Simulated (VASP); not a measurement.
Given:

```
FeNi3
1.0
    3.41623     0.00000     0.00000
    0.00000     3.41623     0.00000
    0.00000     0.00000     3.41623
Fe Ni
1 3
Direct
  0.00000   0.00000   0.00000
  0.00000   0.50000   0.50000
  0.50000   0.00000   0.50000
  0.50000   0.50000   0.00000
```
Starting moments (μB, in the order of the record's atoms Fe Ni Ni Ni): 2.8 0.6 0.6 0.6.

Method: PBEsol GGA, VASP's PBE PAW potentials (set 64) (plane waves; VASP). Run with 520 eV cut-off, 9×9×9 Γ-centred mesh, first-order Methfessel-Paxton smearing of 0.10 eV, potentials Fe Ni.

Question: Give the stress tensor in GPa (positive for a compressed cell).

Answer: 
```
15.77   0.00   0.00
 0.00  15.77   0.00
 0.00   0.00  15.77
```
The pressure is its mean diagonal, 15.77 GPa.

The compound is Ni3Fe in the L1_2 structure. This cell is one point of a volume scan, at 0.94 of the reference volume.
